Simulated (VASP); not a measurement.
Energy against volume of MnF2 (rutile). Level of theory: PBE GGA, VASP's PBE PAW potentials (set 64) (plane waves; VASP 6.6.1). Settings: 520 eV cut-off, 5×5×7 Γ-centred mesh, Gaussian smearing of 0.050 eV, potentials Mn_pv F.

Shape and ions are relaxed at each volume.

```tsv
V (Å³/atom)	E (eV/atom)
12.688	-6.55818
13.093	-6.56988
13.498	-6.57387
13.903	-6.57148
```

Q: Fit these four points and predict the energy of the run at 14.308 Å³/atom.

A: A cubic in V^(−2/3), the third-order Birch-Murnaghan form, passes through the four points with V0 = 13.54 Å³/atom and B0 = 83 GPa, and gives -6.5638 eV/atom there. The run gave -6.5637 eV/atom, +0.1 meV/atom from the fit; all five points give B0 = 83 GPa.

The compound is MnF2 in the rutile structure. It was relaxed first.
